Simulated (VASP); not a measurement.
Method: PBEsol GGA, VASP's PBE PAW potentials (set 64) (plane waves; VASP).

VASP input:

KPOINTS:
```
Automatic mesh
0
Gamma
16 16 8
```

### POSCAR
```
Co
2.4540970
  0.4999999532  -0.8660254127   0.0000000000
  0.4999999532   0.8660254127   0.0000000000
  0.0000000000   0.0000000000   1.6371008348
Co
2
Cart
  0.4999999532   0.2886757149   0.4092752087
  0.4999999532  -0.2886757149   1.2278256261
```

### INCAR
```
SYSTEM = Co
PREC = Accurate; ENCUT = 480; LREAL = F
LASPH = T
EDIFF = 1E-7; NELM = 100; ALGO = Normal
LMAXMIX = 4
ISMEAR = 1; SIGMA = 0.1
GGA = PS
MAGMOM = 1.6 1.6
ISPIN = 2
ISIF = 2
LWAVE = F; LCHARG = F; LORBIT = 10
```

POTCAR, in this order: Co (PBE.64 set). Program: vasp_std.

Output of the run:

OSZICAR:
```
       N       E                     dE             d eps       ncg     rms          rms(c)
DAV:   1     0.770643791944E+02    0.77064E+02   -0.79398E+03  9136   0.151E+03
DAV:   2    -0.158675412804E+02   -0.92932E+02   -0.86097E+02  9007   0.254E+02
DAV:   3    -0.179891040539E+02   -0.21216E+01   -0.20592E+01 10848   0.542E+01
DAV:   4    -0.180214792073E+02   -0.32375E-01   -0.32369E-01 13053   0.510E+00
DAV:   5    -0.180217229237E+02   -0.24372E-03   -0.24371E-03 11011   0.425E-01    0.162E+01
DAV:   6    -0.159220867318E+02    0.20996E+01   -0.15283E+01  9707   0.806E+01    0.749E+00
DAV:   7    -0.155095054656E+02    0.41258E+00   -0.20256E+00 10253   0.282E+01    0.393E+00
DAV:   8    -0.154874044364E+02    0.22101E-01   -0.20321E-02 12625   0.154E+00    0.186E+00
DAV:   9    -0.154710708558E+02    0.16334E-01   -0.35983E-03 13645   0.106E+00    0.643E-01
DAV:  10    -0.154697596020E+02    0.13113E-02   -0.30242E-03 12226   0.829E-01    0.264E-01
DAV:  11    -0.154702408200E+02   -0.48122E-03   -0.44306E-04 12411   0.337E-01    0.298E-02
DAV:  12    -0.154702361240E+02    0.46960E-05   -0.99828E-06 10348   0.330E-02    0.168E-02
DAV:  13    -0.154702359600E+02    0.16403E-06   -0.26144E-06 12709   0.230E-02    0.855E-03
DAV:  14    -0.154702357083E+02    0.25167E-06   -0.27525E-07  9380   0.811E-03    0.695E-04
DAV:  15    -0.154702356669E+02    0.41420E-07   -0.18537E-08  5186   0.170E-03
   1 F= -.15470236E+02 E0= -.15470544E+02  d E =0.924544E-03  mag=     3.1324
```

### OUTCAR
```
------------------------ aborting loop because EDIFF is reached ----------------------------------------
  FORCE on cell =-STRESS in cart. coord.  units (eV):
  Direction    XX          YY          ZZ          XY          YZ          ZX
  --------------------------------------------------------------------------------------
  Total       -0.2630061     -0.2630062     -0.8445296     -0.0000000     -0.0000000      0.0000000
  in kB      -20.1092192    -20.1092234    -64.5720018     -0.0000000     -0.0000000      0.0000000
  external PRESSURE =     -34.9301482 kB  Pullay stress =       0.0000000 kB
  volume of cell :       20.95
      direct lattice vectors                 reciprocal lattice vectors
     1.227048385 -2.125310367  0.000000000     0.407481894 -0.235259757  0.000000000
     1.227048385  2.125310367  0.000000000     0.407481894  0.235259757  0.000000000
     0.000000000  0.000000000  4.017604247     0.000000000  0.000000000  0.248904556
 POSITION                                       TOTAL-FORCE (eV/Angst)
 -----------------------------------------------------------------------------------
      1.22705      0.70844      1.00440         0.000000     -0.000000      0.000000
      1.22705     -0.70844      3.01320        -0.000000      0.000000      0.000000
 -----------------------------------------------------------------------------------
    total drift:                                0.000000     -0.000004     -0.000030
  FREE ENERGIE OF THE ION-ELECTRON SYSTEM (eV)
  ---------------------------------------------------
  free  energy   TOTEN  =       -15.4702356669 eV

  energy  without entropy=      -15.4711602108  energy(sigma->0) =      -15.47054385

 total charge

# of ion       s       p       d       tot
------------------------------------------
    1        0.504   0.555   7.283   8.342
    2        0.504   0.555   7.283   8.342
--------------------------------------------------
tot          1.007   1.110  14.567  16.684

 magnetization (x)

# of ion       s       p       d       tot
------------------------------------------
    1       -0.015  -0.053   1.644   1.576
    2       -0.015  -0.053   1.644   1.576
--------------------------------------------------
tot         -0.031  -0.106   3.288   3.152
```
(Selected blocks of OUTCAR.)

The compound is Co in the hcp structure. This cell was strained or had an atom moved on purpose.
